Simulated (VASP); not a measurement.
## Zn$_{3}$CdO$_{4}$ (space group P3m1): computed properties

The numbers are results of LDA (Ceperley-Alder, Perdew-Zunger), VASP's LDA PAW potentials (set 64) (plane waves; VASP 6.6.1), not measurements.

- space group: P3m1 (156)
- cell: a = b = 3.2548 Å, c = 10.7888 Å, α = β = 90.00°, γ = 120.00°
- volume per atom: 12.37 Å^3/atom
- band gap (over mesh and band path): 0.14 eV
- smallest direct gap (over mesh and band path): 0.14 eV
- band-edge character: direct, Γ to Γ
- density: 6.25 g/cm³
- optical Γ-point spectrum: 48 (×2), 69 (×2), 89 (×2), 165, 189, 253, 381 (×2), 396 (×2), 401, 403 (×2), 417 (×2), 523, 558, 589 cm⁻¹

```yaml
crystal:
  lattice:
    - [3.25484, 0.00000, 0.00000]
    - [-1.62742, 2.81878, 0.00000]
    - [0.00000, 0.00000, 10.78878]
  atoms:
    - { symbol: Zn, position: [0.00000, 0.00000, 0.25101] }
    - { symbol: Zn, position: [0.33333, 0.66667, 0.01476] }
    - { symbol: Zn, position: [0.33333, 0.66667, 0.48692] }
    - { symbol: Cd, position: [0.00000, 0.00000, 0.75721] }
    - { symbol: O, position: [0.00000, 0.00000, 0.95914] }
    - { symbol: O, position: [0.00000, 0.00000, 0.43103] }
    - { symbol: O, position: [0.33333, 0.66667, 0.66483] }
    - { symbol: O, position: [0.33333, 0.66667, 0.19499] }
```

The structure comes from a computed database's Zn3CdO4 entry (P3m1); how it stands against other phases isn't given here. It was relaxed first, which changed the volume by -8 %. Symmetry was kept, so distortions that lower it aren't found.
